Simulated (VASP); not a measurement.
Data:

```yaml
crystal:
  lattice:
    - [0.00000, 2.48431, 2.48431]
    - [2.48431, 0.00000, 2.48431]
    - [2.48431, 2.48431, 0.00000]
  atoms:
    - { symbol: Pd, position: [0.00000, 0.00000, 0.00000] }
    - { symbol: S, position: [0.50000, 0.50000, 0.50000] }
```

Calculation: PBEsol GGA, VASP's PBE PAW potentials (set 64) (plane waves; VASP). Run with 400 eV cut-off, Gaussian smearing of 0.050 eV, potentials Pd S.

Q: Give the energies of bands 2 to 10 at the high-symmetry points, in eV from the Fermi level.

A: 
```json
[
 {"band": "2", "Γ": "-3.35", "X": "-5.83", "U": "-5.77", "L": "-7.48", "W": "-5.55"},
 {"band": "3", "Γ": "-3.35", "X": "-4.26", "U": "-5.67", "L": "-5.59", "W": "-5.44"},
 {"band": "4", "Γ": "-3.31", "X": "-3.15", "U": "-4.86", "L": "-5.59", "W": "-5.44"},
 {"band": "5", "Γ": "-3.31", "X": "-3.15", "U": "-2.75", "L": "-2.27", "W": "-1.95"},
 {"band": "6", "Γ": "-3.31", "X": "-2.86", "U": "-2.12", "L": "-2.27", "W": "-1.93"},
 {"band": "7", "Γ": "-1.47", "X": "-1.95", "U": "-1.61", "L": "-1.48", "W": "-1.93"},
 {"band": "8", "Γ": "-1.47", "X": "-1.95", "U": "-1.14", "L": "2.55", "W": "-1.49"},
 {"band": "9", "Γ": "-1.47", "X": "-1.08", "U": "-0.20", "L": "2.55", "W": "-1.04"},
 {"band": "10", "Γ": "3.87", "X": "2.54", "U": "4.52", "L": "3.91", "W": "6.56"}
]
```

It has no gap at this level: it comes out as a metal or semimetal.

The structure was generated: PdS was put into the rock salt type (Fm-3m), which need not be its known phase. It was relaxed first, which changed the volume by -16 %.
